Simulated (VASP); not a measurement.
The input files of a VASP run:

File POSCAR:
```
WSe2
1
    1.6619638773    -2.8786055388    -0.0000000000
    1.6619638773     2.8786055388    -0.0000000000
   -0.0000000000    -0.0000000000    14.7572916539
W Se
2 4
Direct
  0.3333330000   0.6666670000   0.2500000000
  0.6666670000   0.3333330000   0.7500000000
  0.3333330000   0.6666670000   0.8637925979
  0.6666670000   0.3333330000   0.3637925979
  0.6666670000   0.3333330000   0.1362074021
  0.3333330000   0.6666670000   0.6362074021
```

**INCAR**
```
# general
SYSTEM   =  WSe2
PREC     =  Accurate
ENCUT    =  400
LREAL    =  F
LASPH    =  T

# electronic loop
EDIFF    =  1E-6
NELM     =  100
ALGO     =  Normal
LMAXMIX  =  6

# smearing
ISMEAR   =  0
SIGMA    =  0.05

# functional
GGA      =  PE

# ions
IBRION   =  2
NSW      =  60
ISIF     =  3
EDIFFG   =  -0.02

# output
LWAVE    =  F
LCHARG   =  F
```

KPOINTS:
```
Automatic mesh
0
Gamma
7 7 2
0 0 0
```

POTCAR, in this order: W_sv Se (PBE.64 set). Program: vasp_std.

**Question.** Write an equivalent input for Ansatz.

**Answer.** One equivalent input (not run):
Ansatz 0.2 input:
```yaml
crystal:
  lattice:
    - [1.6619639, -2.8786055, 0.0000000]
    - [1.6619639, 2.8786055, 0.0000000]
    - [0.0000000, 0.0000000, 14.7572917]
  atoms:
    - { symbol: W, position: [0.3333330, 0.6666670, 0.2500000] }
    - { symbol: W, position: [0.6666670, 0.3333330, 0.7500000] }
    - { symbol: Se, position: [0.3333330, 0.6666670, 0.8637926] }
    - { symbol: Se, position: [0.6666670, 0.3333330, 0.3637926] }
    - { symbol: Se, position: [0.6666670, 0.3333330, 0.1362074] }
    - { symbol: Se, position: [0.3333330, 0.6666670, 0.6362074] }
kpoints:
  mp_grid: { grid: [7, 7, 2] }
hamiltonian:
  xc: pbe
  pseudopotentials: { kind: paw }
scf:
  occupations: { method: gaussian, width: 0.05 }
  max_iter: 100
relax:
  max_steps: 60
  f_tol: 0.02
  cell: {}
output: { forces: true, stress: true, eigenvalues: true }
```
Limits of the translation: each code has its own PAW files, so the cut-off isn't converted (ENCUT is set for VASP's; basis.ecutwfc is left out, and Ansatz then takes the one that its files recommend); Ansatz stops its SCF on the density residual and VASP on the energy change (EDIFF).

The compound is WSe2 in the 2H layered structure. It was relaxed first, which changed the volume by +17 %. The start is the result of an earlier pass.
